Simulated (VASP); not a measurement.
Data:

```
PbS
1.0
    0.00000     2.99462     2.99462
    2.99462     0.00000     2.99462
    2.99462     2.99462     0.00000
Pb S
1 1
Direct
  0.00000   0.00000   0.00000
  0.50000   0.50000   0.50000
```

These are optB88-vdW, VASP's PBE PAW potentials (set 64) (plane waves; VASP 6.6.1) values and carry that method's errors. Run with 520 eV cut-off, Gaussian smearing of 0.050 eV, potentials Pb_d S.

Unless said otherwise, spin-orbit coupling is left out, though it shifts the bands of the heavy elements here.

Problem. What does the run give for the band gap (along the path) with the smallest direct gap where there is one?

Solution. 
```
Quantity                                Value
------------------------------------  -------
band gap (along the path)             0.50 eV
smallest direct gap (along the path)  0.50 eV
```

The absolute energy has meaning only against runs of the same code, potentials and settings.

The compound is PbS in the rock salt structure. It was relaxed first.
